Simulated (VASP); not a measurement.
All values below come from rev-vdW-DF2, VASP's PBE PAW potentials (set 64) (plane waves; VASP).

Input for VASP

**KPOINTS**
```
k-points along high-symmetry lines
15
Line-mode
Reciprocal
  0.000000   0.000000   0.000000 ! GAMMA
  0.500000   0.000000   0.500000 ! X

  0.500000   0.000000   0.500000 ! X
  0.625000   0.250000   0.625000 ! U

  0.375000   0.375000   0.750000 ! K
  0.000000   0.000000   0.000000 ! GAMMA

  0.000000   0.000000   0.000000 ! GAMMA
  0.500000   0.500000   0.500000 ! L

  0.500000   0.500000   0.500000 ! L
  0.500000   0.250000   0.750000 ! W

  0.500000   0.250000   0.750000 ! W
  0.500000   0.000000   0.500000 ! X
```

**INCAR**
```
SYSTEM = NaCl
PREC = Accurate
ENCUT = 520
EDIFF = 1E-7
NELM = 100
ALGO = Normal
LREAL = .FALSE.
LASPH = .TRUE.
ISMEAR = 0
SIGMA = 0.05
GGA = MK
PARAM1 = 0.1234568
PARAM2 = 0.7114
ZAB_VDW = -1.8867
LUSE_VDW = .TRUE.
AGGAC = 0.0
LWAVE = .FALSE.
LCHARG = .FALSE.
LORBIT = 11
ICHARG = 11
```

### POSCAR
```
NaCl
1.0
  0.0000000000   2.8085664596   2.8085664596
  2.8085664596   0.0000000000   2.8085664596
  2.8085664596   2.8085664596   0.0000000000
Na Cl
1 1
Direct
  0.0000000000   0.0000000000   0.0000000000
  0.5000000000   0.5000000000   0.5000000000
```

POTCAR, in this order: Na_pv Cl (PBE.64 set). Program: vasp_std. Read from the step before: CHGCAR.

Output

### OUTCAR
```
 ion  position               nearest neighbor table
   1  0.000  0.000  0.000-
   2  0.500  0.500  0.500-
  LATTYP: Found a face centered cubic cell.
 ALAT       =     5.6171329192
 Subroutine PRICEL returns:
 Original cell was already a primitive cell.
 Subroutine GETGRP returns: Found 48 space group operations
The static configuration has the point symmetry O_h .
The dynamic configuration has the point symmetry O_h .
 Subroutine INISYM returns: Found 48 space group operations
   k-points           NKPTS =     90   k-points in BZ     NKDIM =     90   number of bands    NBANDS=     11
   number of dos      NEDOS =    301   number of ions     NIONS =      2
   total plane-waves  NPLWV =  27000
   dimension x,y,z NGX =    30 NGY =   30 NGZ =   30
   dimension x,y,z NGXF=    60 NGYF=   60 NGZF=   60
   ions per type =               1   1
   PREC   = accura    normal or accurate (medium, high low for compatibility)
   ISTART =      0    job   : 0-new  1-cont  2-samecut
   ICHARG =     11    charge: 1-file 2-atom 10-const
   ISPIN  =      1    spin polarized calculation?
   LNONCOLLINEAR =      F non collinear calculations
   LSORBIT =      F    spin-orbit coupling
   INIWAV =      1    electr: 0-lowe 1-rand  2-diag
   ENCUT  =  520.0 eV  38.22 Ry    6.18 a.u.   7.39  7.39  7.39*2*pi/ulx,y,z
   NELM   =    100;   NELMIN=  2; NELMDL= -5     # of ELM steps
   EDIFF  = 0.1E-06   stopping-criterion for ELM
   LREAL  =      F    real-space projection
   NLSPLINE    = F    spline interpolate recip. space projectors
   LMAXMIX     =    2 max onsite mixed and CHGCAR
   VOSKOWN=      0    Vosko Wilk Nusair interpolation
   EDIFFG = 0.1E-05   stopping-criterion for IOM
   NSW    =      0    number of steps for IOM
   NBLOCK =      1;   KBLOCK =      1    inner block; outer block
   IBRION =     -1    ionic relax: 0-MD 1-quasi-New 2-CG
   NFREE  =      0    steps in history (QN), initial steepest desc. (CG)
   ISIF   =      2    stress and relaxation
   ISYM   =      2    0-nonsym 1-usesym 2-fastsym
   TEIN   =    0.0    initial temperature
   TEBEG  =    0.0;   TEEND  =   0.0 temperature during run
...
```

**OSZICAR**
```
       N       E                     dE             d eps       ncg     rms          rms(c)
DAV:   1     0.963315605698E+02    0.96332E+02   -0.74488E+03  1991   0.129E+03
DAV:   2     0.511781169119E+01   -0.91214E+02   -0.84816E+02  2233   0.280E+02
DAV:   3    -0.289611868598E+01   -0.80139E+01   -0.79670E+01  2397   0.813E+01
DAV:   4    -0.307138963719E+01   -0.17527E+00   -0.17502E+00  2255   0.131E+01
DAV:   5    -0.307528602505E+01   -0.38964E-02   -0.38959E-02  2430   0.195E+00
DAV:   6    -0.307541372876E+01   -0.12770E-03   -0.12770E-03  2441   0.359E-01
DAV:   7    -0.307541833008E+01   -0.46013E-05   -0.46013E-05  2637   0.590E-02
DAV:   8    -0.307541848620E+01   -0.15612E-06   -0.15612E-06  2322   0.926E-03
DAV:   9    -0.307541849152E+01   -0.53255E-08   -0.53326E-08  1717   0.146E-03
   1 F= -.30754185E+01 E0= -.30754185E+01  d E =-.116552E-10
```

File OUTCAR:
```
 val. band max:       -0.7495741868   @ k =   0.0000   0.0000   0.0000

 cond. band min:       4.3056503994   @ k =   0.0000   0.0000   0.0000



 k-point     1 :       0.0000    0.0000    0.0000
  band No.  band energies     occupation
      1     -21.6154      2.00000
      2     -21.6154      2.00000
      3     -21.6154      2.00000
      4     -13.4068      2.00000
      5      -0.7496      2.00000
      6      -0.7496      2.00000
      7      -0.7496      2.00000
      8       4.3057      0.00000
      9      10.3048      0.00000
     10      10.3048      0.00000
     11      10.3048      0.00000

 k-point     2 :       0.0357    0.0000    0.0357
  band No.  band energies     occupation
      1     -21.6158      2.00000
      2     -21.6155      2.00000
      3     -21.6155      2.00000
      4     -13.4012      2.00000
      5      -0.7885      2.00000
      6      -0.7584      2.00000
      7      -0.7584      2.00000
      8       4.3669      0.00000
      9      10.2143      0.00000
     10      10.3360      0.00000
     11      10.3360      0.00000

 k-point     3 :       0.0714    0.0000    0.0714
  band No.  band energies     occupation
      1     -21.6169      2.00000
      2     -21.6159      2.00000
      3     -21.6158      2.00000
      4     -13.3848      2.00000
      5      -0.8982      2.00000
      6      -0.7841      2.00000
      7      -0.7841      2.00000
      8       4.5428      0.00000
      9       9.9759      0.00000
     10      10.4288      0.00000
     11      10.4288      0.00000

 k-point     4 :       0.1071    0.0000    0.1071
  band No.  band energies     occupation
      1     -21.6187      2.00000
      2     -21.6164      2.00000
      3     -21.6163      2.00000
      4     -13.3586      2.00000
      5      -1.0606      2.00000
      6      -0.8250      2.00000
      7      -0.8250      2.00000
      8       4.8133      0.00000
      9       9.6537      0.00000
     10      10.5801      0.00000
...
```

The density is held fixed in this step, so its total energy and stress have no physical meaning.

The compound is NaCl in the rock salt structure. It was relaxed first.
